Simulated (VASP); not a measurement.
All values below come from optB88-vdW, VASP's PBE PAW potentials (set 64) (plane waves; VASP).

VASP ran on this input.

INCAR:
```
# general
SYSTEM   = TiC
PREC     = Accurate
ENCUT    = 520
LREAL    = .FALSE.
LASPH    = .TRUE.

# electronic loop
EDIFF    = 1E-7
NELM     = 100
ALGO     = Normal
LMAXMIX  = 4

# smearing
ISMEAR   = -5

# functional
GGA      = BO
LUSE_VDW = .TRUE.
AGGAC    = 0.0
PARAM1   = 0.1833333333
PARAM2   = 0.22

# ions
ISIF     = 2

# output
LWAVE    = .FALSE.
LCHARG   = .TRUE.
LORBIT   = 11
NEDOS    = 601
```

### KPOINTS
```
Automatic mesh
0
Gamma
16 16 16
0 0 0
```

POSCAR:
```
TiC
1
   -0.0000000000     2.1675581818     2.1675581818
    2.1675581818     0.0000000000     2.1675581818
    2.1675581818     2.1675581818     0.0000000000
Ti C
1 1
Direct
  0.0000000000   0.0000000000   0.0000000000
  0.5000000000   0.5000000000   0.5000000000
```

POTCAR, in this order: Ti_sv C (PBE.64 set). Program: vasp_std.

Predict the energy per atom (σ→0), band gap (on the k-mesh).

| Item | Value |
|---|---|
| energy per atom (σ→0) | -7.350 eV/atom |
| band gap (on the k-mesh) | none (metal, semimetal or under 0.01 eV) |

OSZICAR:
```
...
DAV:   9    -0.147048262182E+02    0.41912E-02   -0.18161E-01  4008   0.547E+00    0.772E-01
DAV:  10    -0.147020204488E+02    0.28058E-02   -0.17082E-02  4976   0.182E+00    0.555E-01
DAV:  11    -0.147006640377E+02    0.13564E-02   -0.47996E-03  3800   0.111E+00    0.165E-01
DAV:  12    -0.147006435419E+02    0.20496E-04   -0.37210E-04  4660   0.213E-01    0.328E-02
DAV:  13    -0.147006296123E+02    0.13930E-04   -0.27309E-05  4460   0.608E-02    0.116E-02
DAV:  14    -0.147006266432E+02    0.29691E-05   -0.18642E-06  4132   0.148E-02    0.172E-03
DAV:  15    -0.147006266192E+02    0.23942E-07   -0.60962E-08  2224   0.267E-03
   1 F= -.14700627E+02 E0= -.14700627E+02  d E =0.000000E+00
```

The compound is TiC in the rock salt structure. It was relaxed first.
